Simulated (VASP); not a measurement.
Level of theory: PBEsol GGA, VASP's PBE PAW potentials (set 64) (plane waves; VASP 6.6.1).

VASP input:

**INCAR**
```
! general
SYSTEM  =  AlN
PREC    =  Accurate
ENCUT   =  520
LREAL   =  F
LASPH   =  T

! electronic loop
EDIFF   =  1E-7
NELM    =  100
ALGO    =  Normal

! smearing
ISMEAR  =  -5

! functional
GGA     =  PS

! ions
ISIF    =  2

! output
LWAVE   =  F
LCHARG  =  T
LORBIT  =  11
NEDOS   =  601
```

### KPOINTS
```
Automatic mesh
0
Gamma
11 11 6
0 0 0
```

POSCAR:
```
AlN
1
    1.5568194692    -2.6964904130     0.0000000000
    1.5568194692     2.6964904130     0.0000000000
    0.0000000000     0.0000000000     4.9836395732
Al N
2 2
Direct
  0.6666670000   0.3333330000   0.5000300776
  0.3333330000   0.6666670000   0.0000300776
  0.6666670000   0.3333330000   0.8819699224
  0.3333330000   0.6666670000   0.3819699224
```

POTCAR, in this order: Al N (PBE.64 set). Program: vasp_std.

**Question.** What will the output report for the number of irreducible k-points (NKPTS), largest plane-wave count, number of space-group operations, FFT grid (NGX, NGY, NGZ)?

**Answer.** 
```json
{
  "number of irreducible k-points (NKPTS)": "64",
  "largest_plane_wave_count": "1140",
  "number_of_space_group_operations": "12",
  "FFT grid (NGX, NGY, NGZ)": "24 × 24 × 40"
}
```

The compound is AlN in the wurtzite structure. It was relaxed first.
